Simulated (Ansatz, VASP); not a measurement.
## Cross-check of Be2Sn between VASP and Ansatz

Aim: how closely do two programs agree when they are given the same cell, functional and k mesh? The cell is generated by rule, not measured, and may not be a known phase. The cell is taken from a series of runs on this material, whose earlier steps may have relaxed, scaled, displaced or heated it; both programs get it as it stands.

Method: plane waves, with VASP 6.6.1 beside it; zone-centre phonons at PBEsol, in Ansatz 0.2.0.

The structure was built from a prototype and need not be the compound's stable phase.

## Step 1: Set-up

It takes space group Pmmn (No. 59, orthorhombic). The conventional cell has a = 3.986 Å, b = 5.148 Å, c = 4.394 Å, α = 90.00°, β = 90.00°, γ = 90.00°. Sn has 8 Be at 2.52 to 2.59 Å nearest. Be has 4 Be at 2.34 to 2.60 Å and 4 Sn at 2.52 to 2.59 Å nearest. Farther neighbours are not listed.

Coordinates:

```cif
data_structure
_symmetry_space_group_name_H-M 'Pmmn:1'
_symmetry_Int_Tables_number 59
_cell_length_a 3.9855
_cell_length_b 5.1483
_cell_length_c 4.3943
_cell_angle_alpha 90.000
_cell_angle_beta 90.000
_cell_angle_gamma 90.000
_cell_volume 90.16
loop_
_atom_site_label
_atom_site_type_symbol
_atom_site_symmetry_multiplicity
_atom_site_Wyckoff_symbol
_atom_site_fract_x
_atom_site_fract_y
_atom_site_fract_z
_atom_site_occupancy
Sn1 Sn 2 a 0.50000 0.50000 0.14782 1
Be1 Be 4 e 0.50000 0.24755 0.63891 1
```

## Step 2: Ansatz: zone-centre phonons, PBEsol

Ansatz runs on its default PAW (the set named soft_2) files.

Second derivatives magnify differences that forces hide, and they need a tight electronic threshold.

Contents of input.yaml:

```yaml
crystal:
  lattice:
    - [3.9855133065, 0.0, 0.0]
    - [0.0, 5.1482692801, 0.0]
    - [0.0, 0.0, 4.3943232762]
  atoms:
    - { symbol: Sn, position: [0.5, 0.5, 0.1478187905] }
    - { symbol: Sn, position: [0.0, 0.0, 0.8521812095] }
    - { symbol: Be, position: [0.5, 0.2475463748, 0.6389144646] }
    - { symbol: Be, position: [0.0, 0.7475463748, 0.3610855354] }
    - { symbol: Be, position: [0.5, 0.7524536252, 0.6389144646] }
    - { symbol: Be, position: [0.0, 0.2524536252, 0.3610855354] }
kpoints:
  mp_grid: { grid: [8, 6, 8] }
hamiltonian:
  xc: pbesol
scf:
  occupations: { method: methfessel_paxton, width: 0.15 }
output:
  eigenvalues: true
phonons:
  method: dfpt
```

Run with:

```bash
$ ansatz run input.yaml --threads 4 --pin off --max-ram 7168MiB --backend cpu --events-out ev --progress --plain --runs-dir out
```

Numbers of over 12 decimals in the logs are rounded to 6 here.

Output:

```text
zone centre: on kpoints.mp_grid the ground state, and the responses unless they are solved on pairs of k-points, stand on 130 of the mesh's 384 k-points, reduced under 2 symmetry operations, with k and −k counted as one. Each operation leaves every solved displacement unchanged or reverses it
Engine: ansatz 0.2.0, aarch64-unknown-linux-gnu
Pseudopotentials: kind: paw
Pseudopotential: Sn, paw, valence charge 14, recommended cutoff 420 eV (normal), Sn.paw.azcp
Pseudopotential: Be, paw, valence charge 2, recommended cutoff 420 eV (normal), Be.paw.azcp
Functional definition: PBEsol
  exchange = pbesol_x
  correlation = pbesol_c
Crystal: 6 atoms, lattice volume = 90.165 Å³
Basis set: ecut = 420 eV, 1767 PW (Γ), exchange–correlation on 60×72×60 points (8 copies of the dense FFT grid, shifted against one another)
Bands: 24, of which v1, the nominal top of the filled ones, is band 18 counted from 1 (17 counted from 0)
Symmetry: 8 space group operations
k-points: 130 of 384 (irreducible under 2 space group operations, time reversal used)
Non-local potential: Sn, projectors of the file, l = 0: 2, l = 1: 2, l = 2: 2, l = 3: 2
Non-local potential: Be, projectors of the file, l = 0: 2, l = 1: 2, l = 2: 1
PAW form: soft (Blöchl's): semilocal exchange-correlation on the pseudo side does not see the compensation charge
PAW frozen core: Sn, regenerated for the run's functional, and the local potential with it (the file was generated under x = pbe(κ = 0.804, μ = 0.219515), c = pbe(β = 0.066725))
PAW frozen core: Be, regenerated for the run's functional, and the local potential with it (the file was generated under x = pbe(κ = 0.804, μ = 0.219515), c = pbe(β = 0.066725))
PAW one-centre angular grid: Sn, 590 points (default); XC on 64 Gauss nodes
PAW one-centre angular grid: Be, 110 points (default); XC on 64 Gauss nodes
Initial density: superposition of atomic densities (neutral atoms: chi_scale 0, normalization atom), corrected by the library's trained network
Initial wavefunctions: pseudopotential atomic-orbital guess
Functional: x = pbesol(κ = 0.804, μ = 0.123457), c = pbesol(β = 0.046)
SCF iter   1: F=—  HF=-12258.470444 eV  |F-HF|=—  |Δ(HF+E_count)|=         —  Δρ=4.07e-3  dr2=3.46e-2  ethr=1.77e-3  ⟨swp⟩=7.7  Hψ=17887  notcnv=0
preconditioner: auto → Kerker (q_TF=auto, 2.341 Å⁻¹)  [metal: Δε(μ)=0.043 eV  Ē_g=16.832 eV  σ=0.150 eV  W_gap=0.23  n_scr=18 (ndim 8)  ℏωp=23.5 eV  f_vac=0.000  D(μ)=0.61/eV (n_scr^D=0)]
SCF iter   2: F=—  HF=-12258.459519 eV  |F-HF|=—  |Δ(HF+E_count)|=   1.09e-2  S|Δr|=    0.00e0  Δρ=2.67e-3  dr2=1.32e-2  ethr=9.60e-5  ⟨swp⟩=1.0  Hψ=4161  notcnv=0
SCF iter   3: F=—  HF=-12258.455772 eV  |F-HF|=—  |Δ(HF+E_count)|=   3.75e-3  S|Δr|=    0.00e0  Δρ=1.28e-3  dr2=1.17e-3  ethr=3.66e-5  ⟨swp⟩=2.6  Hψ=5243  notcnv=0
SCF iter   4: F=—  HF=-12258.455285 eV  |F-HF|=—  |Δ(HF+E_count)|=   4.88e-4  S|Δr|=    0.00e0  Δρ=6.59e-4  dr2=3.03e-4  ethr=3.25e-6  ⟨swp⟩=2.6  Hψ=5437  notcnv=0
SCF iter   5: F=—  HF=-12258.455216 eV  |F-HF|=—  |Δ(HF+E_count)|=   6.87e-5  S|Δr|=    0.00e0  Δρ=2.34e-4  dr2=4.74e-5  ethr=8.42e-7  ⟨swp⟩=2.0  Hψ=5299  notcnv=0
SCF iter   6: F=—  HF=-12258.455203 eV  |F-HF|=—  |Δ(HF+E_count)|=   1.24e-5  S|Δr|=    0.00e0  Δρ=1.44e-4  dr2=1.60e-5  ethr=1.32e-7  ⟨swp⟩=2.0  Hψ=5233  notcnv=0
SCF iter   7: F=—  HF=-12258.455195 eV  |F-HF|=—  |Δ(HF+E_count)|=   8.23e-6  S|Δr|=    0.00e0  Δρ=5.40e-5  dr2=2.25e-6  ethr=4.44e-8  ⟨swp⟩=2.3  Hψ=4791  notcnv=0
SCF iter   8: F=—  HF=-12258.455195 eV  |F-HF|=—  |Δ(HF+E_count)|=   3.61e-7  S|Δr|=    0.00e0  Δρ=1.41e-5  dr2=1.49e-7  ethr=6.25e-9  ⟨swp⟩=2.4  Hψ=5059  notcnv=0
SCF iter   9: F=—  HF=-12258.455195 eV  |F-HF|=—  |Δ(HF+E_count)|=   7.24e-8  S|Δr|=    0.00e0  Δρ=1.63e-6  dr2=2.28e-9  ethr=4.15e-10  ⟨swp⟩=2.0  Hψ=5022  notcnv=0
SCF iter  10: F=—  HF=-12258.455195 eV  |F-HF|=—  |Δ(HF+E_count)|=  8.97e-10  S|Δr|=    0.00e0  Δρ=1.34e-7  dr2=2.53e-11  ethr=6.33e-12  ⟨swp⟩=2.0  Hψ=5303  notcnv=0
SCF iter  11: F=-12258.455195 eV  HF=-12258.455195 eV  |F-HF|=5.46e-12  |Δ(HF+E_count)|=  1.82e-12  S|Δr|=    0.00e0  Δρ=4.08e-8  dr2=2.98e-12  ethr=1.00e-12  ⟨swp⟩=9.4  Hψ=14703  notcnv=0
SCF 1 converged in 11 iterations: F = -12258.455195 eV  dr2 = 2.98e-12
  greatest PAW one-centre occupation: 0.991 electrons in one spin orbital (limit 2), on the Sn atom at site 1 (counted from 0), in its partial waves of l = 2
DFPT response loops at Γ: preconditioner auto → Kerker (q_TF=auto, 2.341 Å⁻¹) (partly filled bands, converged f_vac=0.000); β = 1.00, the filter's whole step (`scf.mixing.beta` (0.50) is not read by the response loops under this deck's `scf.mixing.preconditioner`; to damp them name `kerker` or `kerker_dos`, under which they read `scf.mixing.beta`, and type it under 1.00, their step now; both keys bind the ground state too); Broyden in place of MSR1
SCF converged after 11 iterations
Stability not checked: this state was not tested for a lower state beside it, because cold or Methfessel-Paxton smearing, or corrected tetrahedra, fill the levels in a way that the test cannot read (fill_not_monotonic; see scf.lower_state_search)
Free energy (F): -12258.455195 eV
Harris-Foulkes:  -12258.455195 eV  (|F-HF|=5.46e-12)
Internal energy: -12258.455909 eV  (E = F + TS)
E sigma→0 (E₀):  -12258.455373 eV
Entropy (-TS):   0.000715 eV (0.119 meV/atom)
Fermi energy:    9.512869 eV
--- Per-component energies (eV) ---
  E_band       = -168.359690
  E_kinetic    = 453.895150
  E_local      = -2076.326102  (includes V_loc(G=0)·N_el)
  E_nonlocal   = -42.223867
  E_hartree    = 1246.648222
  E_xc         = -833.835487
  E_vxc        = -273.722489  (∫ρ·V_xc dr)
  E_paw        = -8364.091943  (= ΣΔE_a)
  E_vpaw       = -723.278875  (= ΣTr[D̂ρ^β])
  E_aug_tail   = -0.000003  (compensation charges beyond the density's cutoff)
  E_ewald      = -2643.129683
  E_core_change = 0.607805  (= ΣΔE_core)
  E_smearing   = 0.000715  (= −TS)
  E_closure    = 0.000000  (closes the sum)
  Σ components = -12258.455195   (vs F -12258.455195, Δ=0.00e0)
--- Band table (eV; the first three rows and the last of 130) ---
  k-point 0: bands = [... 14 lower, 5.9567, 6.6295, 9.3438, 10.3100, 10.6483, 10.7780, 10.8394, 11.3173, ... 2 higher]
  k-point 1: bands = [... 14 lower, 6.0786, 7.4824, 9.0222, 9.3172, 9.9090, 10.8219, 11.0919, 11.9169, ... 2 higher]
  k-point 2: bands = [... 14 lower, 6.4364, 7.0447, 8.0612, 9.6637, 10.1126, 10.1587, 10.9363, 12.2207, ... 2 higher]
  k-point 129: bands = [... 14 lower, 4.0804, 4.0804, 5.0554, 5.0554, 13.5103, 13.5103, 13.5858, 13.5858, ... 2 higher]
--- Phonons (Γ-DFPT): 6 representative perturbations + reference, on 130 of 384 k-points (Σ response iterations 18) ---
  k mesh reduced under 2 symmetry operations, with k and −k counted as one. Each operation leaves every solved displacement unchanged or reverses it
  ASR residual: 4.938e-5 → 0.000e0 eV/Å²; symmetrization residual: 7.276e-7 eV/Å²
  ASR residual per site (eV/Å²): 2.35e-5 2.35e-5 4.94e-5 4.94e-5 4.94e-5 4.94e-5
  Γ frequencies (cm⁻¹): 0.00 0.00 0.00 97.63 117.58 140.03 221.95 240.75 285.55 312.59 315.39 328.21 372.85 455.77 463.08 469.25 484.39 487.91
  non-analytic LO–TO correction: not included (Born effective charges unavailable; polar crystals: no LO–TO splitting at Γ)
```

[end of part 1 of 3]

[Lines on the potential files, build, host, timing and source positions are cut from VASP's logs without a mark.]

[Logs are printed without paths, hosts, clocks, repeated set-up lines and the standing remarks that a program may print on its own settings, such as how far it seeks lower states.]

[Hosts, paths, dates, database ids (printed as entryN), source tags and the programs' standing remarks are cut or masked in the printed files.]
